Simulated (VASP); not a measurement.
Data:

```xyz
2
Lattice="0.0000 2.8250 2.8250 2.8250 0.0000 2.8250 2.8250 2.8250 0.0000" Properties=species:S:1:pos:R:3 pbc="T T T"
Ga     0.0000     0.0000     0.0000
As     1.4125     1.4125     1.4125
```

Level of theory: PBE GGA, VASP's PBE PAW potentials (set 64) (plane waves; VASP). Numerical set-up: 400 eV cut-off, 6×6×6 Γ-centred mesh, Gaussian smearing of 0.050 eV, potentials Ga_d As.

### Question
Predict the energy per atom (σ→0), pressure, band gap (on the k-mesh) with the smallest direct gap where there is one.

### Answer

```
Item                                                 Result
-----------------------------------  ----------------------
band gap (on the k-mesh)                            0.53 eV
smallest direct gap (on the k-mesh)                 0.53 eV
energy per atom (σ→0)                -396.7 kJ/mol of atoms
pressure                                           3.39 GPa
```

The compound is GaAs in the zinc blende structure. The cell was not relaxed at this level.
